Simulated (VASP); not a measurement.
An input for Ansatz (written as the equivalent of a VASP run, and not itself run):

Ansatz 0.2 input:
```yaml
crystal:
  lattice:
    - [-1.6685900, 1.6685900, 1.6685900]
    - [1.6685900, -1.6685900, 1.6685900]
    - [1.6685900, 1.6685900, -1.6685900]
  atoms:
    - { symbol: Ge, position: [0.0000000, 0.0000000, 0.0000000] }
kpoints:
  mp_grid: { grid: [14, 14, 14] }
hamiltonian:
  xc: r2scan
  pseudopotentials: { kind: paw }
scf:
  occupations: { method: methfessel_paxton, width: 0.1 }
  max_iter: 100
relax:
  max_steps: 60
  f_tol: 0.01
  cell: {}
output: { forces: true, stress: true, eigenvalues: true }
```

Translate this input to VASP (INCAR, KPOINTS, POSCAR, choice of POTCAR).

Several could match; the one computed here: 
**KPOINTS**
```
Automatic mesh
0
Gamma
14 14 14
0 0 0
```

### POSCAR
```
Ge
1.0
 -1.6685900440   1.6685900440   1.6685900440
  1.6685900440  -1.6685900440   1.6685900440
  1.6685900440   1.6685900440  -1.6685900440
Ge
1
direct
  0.0000000000   0.0000000000   0.0000000000
```

INCAR:
```
! general
SYSTEM  = Ge
PREC    = Accurate
ENCUT   = 400
LREAL   = .FALSE.
LASPH   = .TRUE.

! electronic loop
EDIFF   = 1E-6
NELM    = 100   ! most electronic steps
ALGO    = Normal   ! blocked Davidson
LMAXMIX = 4
LMIXTAU = .TRUE.

! smearing
ISMEAR  = 1   ! Methfessel-Paxton
SIGMA   = 0.1

! functional
METAGGA = R2SCAN

! ions
IBRION  = 2
NSW     = 60
ISIF    = 3
EDIFFG  = -0.01   ! ionic stop

! output
LWAVE   = .FALSE.
LCHARG  = .FALSE.
```

POTCAR, in this order: Ge_d (PBE.64 set). Program: vasp_std.

What does not carry over: each code has its own PAW files, so the cut-off isn't converted (ENCUT is set for VASP's; basis.ecutwfc is left out, and Ansatz then takes the one that its files recommend); Ansatz stops its SCF on the density residual and VASP on the energy change (EDIFF).

The structure was generated: Ge was put into the bcc type (Im-3m), which need not be its known phase. It was relaxed first, which changed the volume by -5 %. The start is the result of an earlier pass.
